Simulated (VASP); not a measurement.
Given:

```
CELL_PARAMETERS angstrom
      0.00000     2.71443     2.71443
      2.71443     0.00000     2.71443
      2.71443     2.71443     0.00000
ATOMIC_POSITIONS crystal
  Ag 0.00000 0.00000 0.00000
  Cl 0.50000 0.50000 0.50000
```

Computed with r2SCAN meta-GGA, VASP's PBE PAW potentials (set 64) (plane waves; VASP 6.6.1). Run with 520 eV cut-off, 8×8×8 Γ-centred mesh, Gaussian smearing of 0.050 eV, potentials Ag Cl.

Problem. Give the stress tensor in GPa (positive for a compressed cell).

Solution. 
```
3.72  0.00  0.00
0.00  3.72  0.00
0.00  0.00  3.72
```
The pressure is its mean diagonal, 3.72 GPa.

The compound is AgCl in the rock salt structure. This cell is one point of a volume scan, at 0.94 of the reference volume.
